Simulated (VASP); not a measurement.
Consider the following.

```xyz
2
Lattice="0.0000 2.3141 2.3141 2.3141 0.0000 2.3141 2.3141 2.3141 0.0000" Properties=species:S:1:pos:R:3 pbc="T T T"
Ga     0.0000     0.0000     0.0000
N      1.1570     1.1570     1.1570
```

Level of theory: RPBE GGA, VASP's PBE PAW potentials (set 64) (plane waves; VASP). Run with 520 eV cut-off, 10×10×10 Γ-centred mesh, Gaussian smearing of 0.050 eV, potentials Ga_d N.

Problem. Give the stress tensor in GPa (positive for a compressed cell).

Solution. 
```
-4.35   0.00   0.00
 0.00  -4.35   0.00
 0.00   0.00  -4.35
```
The pressure is its mean diagonal, -4.35 GPa.

The compound is GaN in the zinc blende structure, a metastable form; wurtzite is the usual one. This cell is one point of a volume scan, at 1.03 of the reference volume.
